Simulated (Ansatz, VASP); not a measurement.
Si2B2C: VASP beside Ansatz

```
Si B C
1.0
     3.19952    0.00000    0.00000
    -1.59976    2.77087    0.00000
     0.00000    0.00000    6.70996
Si B C
2 2 1
Direct
  0.00000 0.00000 0.50000
  0.00000 0.00000 0.00000
  0.66667 0.33333 0.37399
  0.66667 0.33333 0.62601
  0.33333 0.66667 0.00000
```

Alike in both runs: functional PBE; k mesh 12 × 12 × 6; occupations gaussian, width 0.1 eV; no spin polarisation.

Ansatz relaxed the structure, and its values are those at the end. VASP's run is a single point on that final structure, the one shown.

|  | VASP | Ansatz |
| --- | --- | --- |
| version | VASP 6.6.1 | Ansatz 0.2.0 |
| potentials or method | VASP PAW PBE potentials, release 64 (Si, B, C) | scalar-relativistic, plane waves, PAW |
| plane-wave cutoff (eV) | 520 | 420 |
| valence electrons in the cell | 18 | 18 |

```tsv
	VASP	Ansatz	Ansatz less VASP
gap on the k mesh at the Fermi level (eV)	none	none	-
pressure (GPa)	0.0	0.0	+0.05
rms of the force components (eV/Å)	0.005	0.000	-0.0048
```

A gap of «none» marks a metal or a gap that the smearing closes.
